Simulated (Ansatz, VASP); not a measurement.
# Cross-check of ReOs (ReOs in the Bh ordering) between VASP and Ansatz, part 2 of 2

One calculation is typed for both programs; each brings its own data sets. How far apart do they land? The cell is generated by rule, not measured, and may not be a known phase. The cell is taken from a series of runs on this material, whose earlier steps may have relaxed, scaled, displaced or heated it; both programs get it as it stands.

VASP 6.6.1 and Ansatz 0.2.0.

So far: The structure; VASP: relaxation of cell and atoms, PBEsol; Ansatz: relaxation of cell and atoms, PBEsol; Comparison.

### 5. VASP: zone-centre phonons, PBEsol

Level of this step: PBEsol; plane waves and PAW (Os, Re); invented cell (VASP).

Second derivatives magnify differences that forces hide, and they need a tight electronic threshold.

The input, INCAR:

```
SYSTEM = ReOs
PREC = Accurate
ENCUT = 600
EDIFF = 1E-08
NELM = 120
ISMEAR = 1
SIGMA = 0.2
LREAL = .FALSE.
ALGO = Normal
GGA = PS
NBANDS = 13
LASPH = .TRUE.
LORBIT = 11
LWAVE = .FALSE.
LCHARG = .FALSE.
ISIF = 2
IBRION = 8
GGA_COMPAT = .FALSE.
KPAR = 2
```

The input, POSCAR:

```
ReOs
1.0
    2.7432692065     -0.0000029010      0.0000000000
   -1.3716320910      2.3757422728      0.0000000000
    0.0000000000      0.0000000000      4.3546898418
Os Re
1 1
Direct
    0.3333333333      0.6666666667      0.2500000000
    0.6666666667      0.3333333333      0.7500000000
```

The input, KPOINTS:

```
Automatic mesh
0
Gamma
6 6 4
0 0 0
```

PAW data sets: Os and Re (PBE family, release 64).

The run is started by

```sh
$ mpirun -np 2 vasp_std
```

Numbers of over 12 decimals in the logs are rounded to 6 here.

Log:

```text
[banner, memory and clock lines left out]
running    2 mpi-ranks, on    1 nodes
[...]
[... a notice as in an earlier step ...]

 LDA part: xc-table for (Slater+PW92), standard interpolation
 POSCAR, INCAR and KPOINTS ok, starting setup
[...]
entering main loop
       N       E                     dE             d eps       ncg     rms          rms(c)
DAV:   1     0.563279947210E+02    0.56328E+02   -0.76838E+03   889   0.142E+03
DAV:   2    -0.248374016197E+02   -0.81165E+02   -0.70500E+02   834   0.345E+02
DAV:   3    -0.273257121776E+02   -0.24883E+01   -0.24163E+01   826   0.558E+01
DAV:   4    -0.273563568425E+02   -0.30645E-01   -0.30476E-01   785   0.551E+00
DAV:   5    -0.273567072046E+02   -0.35036E-03   -0.35024E-03   794   0.518E-01    0.367E+01
DAV:   6    -0.262315107015E+02    0.11252E+01   -0.14274E+00   930   0.136E+01    0.165E+01
DAV:   7    -0.263251702267E+02   -0.93660E-01   -0.22528E+00  1012   0.500E+01    0.619E+00
[...]
RMM:  10    -0.140895988079E+00   -0.66057E-07   -0.95865E-09  3611   0.343E-04    0.250E-05
RMM:  11    -0.140896008085E+00   -0.20005E-07   -0.37422E-08  3714   0.173E-04    0.432E-06
RMM:  12    -0.140896011060E+00   -0.29754E-08   -0.41197E-08  3682   0.129E-04    0.193E-06
 first order change of Fermi-energy   0.10143E-03
 force on displaced ion       2 direction 1 :  -8.694   0.002   0.000
 Linear response progress:
  Degree of freedom:   4/  4
       N       E                     dE             d eps       ncg     rms          rms(c)
RMM:   1    -0.111807350768E+00   -0.11181E+00   -0.75105E+00   648   0.172E+02
RMM:   2    -0.181635035912E+00   -0.69828E-01   -0.60250E-02  1247   0.285E+00    0.166E-01
RMM:   3    -0.182288803745E+00   -0.65377E-03   -0.22341E-03  1368   0.397E-01    0.101E-01
RMM:   4    -0.182340889999E+00   -0.52086E-04   -0.29777E-04  1460   0.147E-01    0.309E-02
[...]
RMM:  11    -0.182449531028E+00   -0.32031E-07    0.48546E-08  1329   0.389E-04    0.208E-05
RMM:  12    -0.182449508988E+00    0.22040E-07   -0.16917E-07  1401   0.177E-04    0.107E-05
RMM:  13    -0.182449515083E+00   -0.60953E-08   -0.40505E-08  1423   0.106E-04    0.197E-06
 first order change of Fermi-energy  -0.97300E-03
 force on displaced ion       2 direction 3 :  -0.000   0.000 -13.406
 Linear response finished
```

From OUTCAR (step 5):

```text
  Total       -0.1573142     -0.1573142      0.2496756      0.0000000      0.0000000      0.0000000
  in kB       -8.8808334     -8.8808334     14.0948981      0.0000000      0.0000000      0.0000000
  external PRESSURE =      -1.2222563 kB  Pullay stress =       0.0000000 kB

 POSITION                                       TOTAL-FORCE (eV/Angst)
 -----------------------------------------------------------------------------------
      0.00000      1.58383      1.08867         0.000000     -0.000000     -0.000000
      1.37164      0.79191      3.26602        -0.000000      0.000000      0.000000
 -----------------------------------------------------------------------------------
    total drift:                                0.000000     -0.000000      0.000000

[... 2 further parts left out ...]
```

The k-mesh is coarse for a metal.

### 6. Ansatz: zone-centre phonons, PBEsol

The same cell, functional, mesh and smearing now go to Ansatz, which takes its cutoff from its data sets.

The cell is taken from a series of runs on this material, whose earlier steps may have relaxed, scaled, displaced or heated it; both programs get it as it stands.

The input, input.yaml:

```yaml
crystal:
  lattice:
    - [2.7432692065, -2.901e-06, 0.0]
    - [-1.371632091, 2.3757422728, 0.0]
    - [0.0, 0.0, 4.3546898418]
  atoms:
    - { symbol: Os, position: [0.3333333333, 0.6666666667, 0.25] }
    - { symbol: Re, position: [0.6666666667, 0.3333333333, 0.75] }
kpoints:
  mp_grid: { grid: [6, 6, 4] }
hamiltonian:
  xc: pbesol
scf:
  occupations: { method: methfessel_paxton, width: 0.2 }
output:
  eigenvalues: true
phonons:
  method: dfpt
  qmesh: [2, 2, 1]
  temperatures: { t_max: 1000, t_step: 50 }
  qpath:
    path:
      - [[0.0, 0.0, 0.0], [0.5, 0.0, 0.0], [0.33333333, 0.33333333, 0.0], [0.0, 0.0, 0.0], [0.0, 0.0, 0.5], [0.5, 0.0, 0.5], [0.33333333, 0.33333333, 0.5], [0.0, 0.0, 0.5]]
      - [[0.5, 0.0, 0.5], [0.5, 0.0, 0.0]]
      - [[0.33333333, 0.33333333, 0.5], [0.33333333, 0.33333333, 0.0]]
    npoints: 10
```

The run is started by

```sh
$ ansatz run input.yaml --threads 4 --pin off --max-ram 8192MiB --backend cpu --events-out ev --progress --plain --runs-dir out
```

Log:

```text
[...]
Crystal: 2 atoms, lattice volume = 28.381 Å³
Basis set: ecut = 420 eV, 573 PW (Γ), exchange–correlation on 40×40×60 points (8 copies of the dense FFT grid, shifted against one another)
Bands: 20, of which v1, the nominal top of the filled ones, is band 16 counted from 1 (15 counted from 0)
Symmetry: 12 space group operations
k-points: 21 of 144 (time reversal used)
[...]
largest difference from the sums on the solved wave vectors: F 1.36e-1 eV, S 2.01e-4 and C_V 6.46e-5 eV/K
  zero-point energy: 0.060581 eV/cell   skipped modes (ω ≤ 0): 3   left out of the sums: 5.28e-5 of the cell's modes: C_V's classical limit lies that fraction below 3 k_B per atom; for a crystal, a wire or a layer, F and S can be off by more, and a phonons.interpolated_qmesh denser along its periods is the remedy for the sampling
[key lines of the parts left out:]
SCF converged after 8 iterations
Free energy (F): -21988.508391 eV
Fermi energy:    25.057941 eV
```

### 7. Comparison

What differs besides the data sets and the points named for the pairs above, as far as they apply: VASP's run holds the zone centre alone; the data sets hold 31 valence electrons in Ansatz (on its default PAW (the set named soft_2) files) and 15 in VASP. Total energies have different zeros and are not compared.

Both answers:

```csv
quantity,Ansatz,VASP,difference
optical mode 1 to 2 (cm⁻¹),159.2,158.5,+0.44 %
optical mode 3 (cm⁻¹),198.0,196.8,+0.60 %
```

Modes are paired by rising frequency, not by their patterns, so a pair may set unlike modes beside each other; they are those without the splitting of longitudinal modes.

### 8. What came out

| Quantity | Value |
| --- | --- |
| difference in volume (relaxation of cell and atoms, PBEsol) | -0.074 % |
| r.m.s. difference of the optical zone-centre modes, each program's sorted by frequency (zone-centre phonons, PBEsol) | 0.88 cm⁻¹ |
| difference in optical mode 3 (zone-centre phonons, PBEsol) | +0.6 % |

**Reading.** The difference in volume is -0.074 % (relaxation of cell and atoms, PBEsol), within the 1.2 % picked in this series as the mark of a large difference, as far as the stopping tolerances let one tell. The data sets hold unlike numbers of valence electrons (31 in Ansatz and 15 in VASP), so part of the differences comes from the potentials. Among the rows given in per cent, the largest difference of the zone-centre phonons, PBEsol pair is in optical mode 3, +0.6 %. 1 further run of this series is not shown here. Such differences can come from data sets, numerical settings and the points named under the comparisons, not from the functional's error against experiment.

[Lines on the potential files, build, host, timing and source positions are cut from VASP's logs without a mark.]

[Logs are printed without paths, hosts, clocks, repeated set-up lines and the standing remarks that a program may print on its own settings, such as how far it seeks lower states.]

[Hosts, paths, dates, database ids (printed as entryN), source tags and the programs' standing remarks are cut or masked in the printed files.]
